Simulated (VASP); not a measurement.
Given:

```
CuO
1.0
    2.06643    -2.02518     0.12287
    2.06643     2.02518     0.12287
   -0.47952     0.00000     5.08268
Cu O
2 2
Direct
  0.00000   0.50000   0.00000
  0.50000   0.00000   0.50000
  0.51000   0.49000   0.25000
  0.49000   0.51000   0.75000
```

These are PBEsol GGA with spin-orbit coupling, VASP's PBE PAW potentials (set 64) (plane waves; VASP 6.6.1) values and carry that method's errors. Settings: 520 eV cut-off, 10×10×6 Γ-centred mesh, Gaussian smearing of 0.050 eV, potentials Cu O.

Question: Give the energies of bands 25 to 38 at the high-symmetry points, in eV from the Fermi level.

Answer: 
```json
[
 {"band": "25", "Γ": "-2.50", "C": "-2.43", "Y2": "-2.43", "M2": "-1.99", "D": "-2.10", "A": "-2.37", "V2": "-2.33"},
 {"band": "26", "Γ": "-2.50", "C": "-2.43", "Y2": "-2.43", "M2": "-1.99", "D": "-2.10", "A": "-2.37", "V2": "-2.33"},
 {"band": "27", "Γ": "-2.48", "C": "-2.21", "Y2": "-2.42", "M2": "-1.99", "D": "-2.07", "A": "-2.37", "V2": "-1.97"},
 {"band": "28", "Γ": "-2.48", "C": "-2.21", "Y2": "-2.42", "M2": "-1.99", "D": "-2.07", "A": "-2.37", "V2": "-1.97"},
 {"band": "29", "Γ": "-2.34", "C": "-1.80", "Y2": "-1.64", "M2": "-1.45", "D": "-1.79", "A": "-1.60", "V2": "-1.62"},
 {"band": "30", "Γ": "-2.34", "C": "-1.80", "Y2": "-1.64", "M2": "-1.45", "D": "-1.79", "A": "-1.60", "V2": "-1.62"},
 {"band": "31", "Γ": "-1.97", "C": "-1.39", "Y2": "-1.26", "M2": "-1.45", "D": "-1.69", "A": "-1.60", "V2": "-1.55"},
 {"band": "32", "Γ": "-1.97", "C": "-1.39", "Y2": "-1.26", "M2": "-1.45", "D": "-1.69", "A": "-1.60", "V2": "-1.55"},
 {"band": "33", "Γ": "0.66", "C": "-1.38", "Y2": "-1.17", "M2": "-0.51", "D": "-0.50", "A": "0.09", "V2": "0.22"},
 {"band": "34", "Γ": "0.66", "C": "-1.38", "Y2": "-1.17", "M2": "-0.51", "D": "-0.50", "A": "0.09", "V2": "0.22"},
 {"band": "35", "Γ": "0.73", "C": "1.01", "Y2": "1.17", "M2": "-0.51", "D": "-0.41", "A": "0.09", "V2": "0.47"},
 {"band": "36", "Γ": "0.73", "C": "1.01", "Y2": "1.17", "M2": "-0.51", "D": "-0.41", "A": "0.09", "V2": "0.47"},
 {"band": "37", "Γ": "1.45", "C": "3.07", "Y2": "1.92", "M2": "3.85", "D": "4.42", "A": "3.52", "V2": "3.54"},
 {"band": "38", "Γ": "1.45", "C": "3.07", "Y2": "1.92", "M2": "3.85", "D": "4.42", "A": "3.52", "V2": "3.54"}
]
```

It has no gap at this level: it comes out as a metal or semimetal.

The structure was generated: CuO was put into the tenorite type (C2/c), which need not be its known phase. It was relaxed first, which changed the volume by +6 %.
